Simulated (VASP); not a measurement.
Output of a VASP run:

**OSZICAR**
```
       N       E                     dE             d eps       ncg     rms          rms(c)
DAV:   1     0.380563109255E+02    0.38056E+02   -0.76198E+03  3276   0.101E+03
DAV:   2    -0.730146858514E+01   -0.45358E+02   -0.44267E+02  3616   0.231E+02
DAV:   3    -0.908803036381E+01   -0.17866E+01   -0.17098E+01  4510   0.288E+01
DAV:   4    -0.912430061513E+01   -0.36270E-01   -0.36043E-01  3954   0.422E+00
DAV:   5    -0.912530637397E+01   -0.10058E-02   -0.10053E-02  4971   0.528E-01    0.227E+01
DAV:   6    -0.910969989833E+01    0.15606E-01   -0.50220E-02  4046   0.155E+00    0.132E+01
DAV:   7    -0.911895959439E+01   -0.92597E-02   -0.66711E-02  4186   0.181E+00    0.391E-01
DAV:   8    -0.911815102072E+01    0.80857E-03   -0.46498E-03  3931   0.488E-01    0.805E-02
DAV:   9    -0.911814812304E+01    0.28977E-05   -0.18005E-04  4444   0.107E-01    0.260E-02
DAV:  10    -0.911814645850E+01    0.16645E-05   -0.55735E-06  4123   0.186E-02    0.106E-02
DAV:  11    -0.911814681529E+01   -0.35679E-06   -0.12903E-06  2853   0.940E-03
   1 F= -.91181468E+01 E0= -.91180234E+01  d E =-.911815E+01
```

**OUTCAR**
```
------------------------ aborting loop because EDIFF is reached ----------------------------------------
  FORCE on cell =-STRESS in cart. coord.  units (eV):
  Direction    XX          YY          ZZ          XY          YZ          ZX
  --------------------------------------------------------------------------------------
  Total        0.0052883      0.0052883      0.0111195      0.0000000      0.0000000      0.0000000
  in kB        0.1403226      0.1403226      0.2950496      0.0000000      0.0000000      0.0000000
  external PRESSURE =       0.1918982 kB  Pullay stress =       0.0000000 kB
  volume of cell :       60.38
      direct lattice vectors                 reciprocal lattice vectors
    -3.013283758  3.013283758  1.662491246     0.000000000  0.165931933  0.300753463
     3.013283758 -3.013283758  1.662491246     0.165931933  0.000000000  0.300753463
     3.013283758  3.013283758 -1.662491246     0.165931933  0.165931933  0.000000000
 POSITION                                       TOTAL-FORCE (eV/Angst)
 -----------------------------------------------------------------------------------
      0.00000      3.01328      0.83125         0.000000      0.000000     -0.000000
      0.00000      0.00000      0.00000        -0.000000     -0.000000      0.000000
 -----------------------------------------------------------------------------------
    total drift:                                0.000000     -0.000000      0.000000
  FREE ENERGIE OF THE ION-ELECTRON SYSTEM (eV)
  ---------------------------------------------------
  free  energy   TOTEN  =        -9.1181468153 eV

  energy  without entropy=       -9.1177764597  energy(sigma->0) =       -9.11802336

 reached required accuracy - stopping structural energy minimisation
```
(Selected blocks of OUTCAR.)

### POSCAR
```
Tb
1
   -3.0132837576     3.0132837576     1.6624912463
    3.0132837576    -3.0132837576     1.6624912463
    3.0132837576     3.0132837576    -1.6624912463
Tb
2
Direct
  0.7500000000   0.2500000000   0.5000000000
  0.0000000000   1.0000000000   1.0000000000
```

Question: Write an INCAR and KPOINTS that could have produced this output.

Answer: One answer among several that fit: the input of the run itself, PBEsol GGA, plane waves, VASP's PBE PAW potentials (set 64).

INCAR:
```
# general
SYSTEM   =  Tb
PREC     =  Accurate
ENCUT    =  400
LREAL    =  .FALSE.
LASPH    =  .TRUE.

# electronic loop
EDIFF    =  1E-6
NELM     =  100
ALGO     =  Normal
LMAXMIX  =  6

# smearing
ISMEAR   =  1
SIGMA    =  0.1

# functional
GGA      =  PS

# ions
IBRION   =  2
NSW      =  60
ISIF     =  3
EDIFFG   =  -0.01

# output
LWAVE    =  .FALSE.
LCHARG   =  .FALSE.
```

**KPOINTS**
```
kpoints
0
G
  11 11 11
```

POTCAR, in this order: Tb_3 (PBE.64 set). Program: vasp_std.

The 4f electrons are frozen in the core of the lanthanide potential, so 4f levels, which can set the real gap, and their magnetism are missing.

The structure was generated: Tb was put into the beta-Sn type (I4_1/amd), which need not be its known phase. It was relaxed first, which changed the volume by -10 %. The start is the result of an earlier pass.
